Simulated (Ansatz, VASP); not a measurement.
## Two plane-wave programs on Sc3Fe

```
Sc Fe
1.0
     4.26302    0.00000    0.00000
     0.00000    4.26302    0.00000
     0.00000    0.00000    4.26302
Sc Fe
3 1
Direct
  0.00000 0.50000 0.50000
  0.50000 0.00000 0.50000
  0.50000 0.50000 0.00000
  0.00000 0.00000 0.00000
```

Alike in both runs: functional PBE; k mesh 10 × 10 × 10; occupations gaussian, width 0.1 eV; no spin polarisation.

Ansatz relaxed the structure, and its values are those at the end. VASP's run is a single point on that final structure, the one shown.

|  | VASP | Ansatz |
| --- | --- | --- |
| version | VASP 6.6.1 | Ansatz 0.2.0 |
| potentials or method | VASP PAW PBE potentials, release 64 (Sc_sv, Fe) | scalar-relativistic, plane waves, PAW |
| plane-wave cutoff (eV) | 520 | 420 |
| valence electrons in the cell | 41 | 49 |

Ansatz gave:

- gap on the k mesh at the Fermi level (eV): none
- pressure (GPa): 0.0

**Question.** Estimate VASP's values.

**Answer.** gap on the k mesh at the Fermi level (eV): none; pressure (GPa): 0.1.

A gap of «none» marks a metal or a gap that the smearing closes. With one functional, cell and mesh, what is left measures potentials, basis and numerics. The two sets of potentials don't hold the same shells in valence.

Spin polarisation is off, so any magnetic state and its effect on volume and gap are missing.
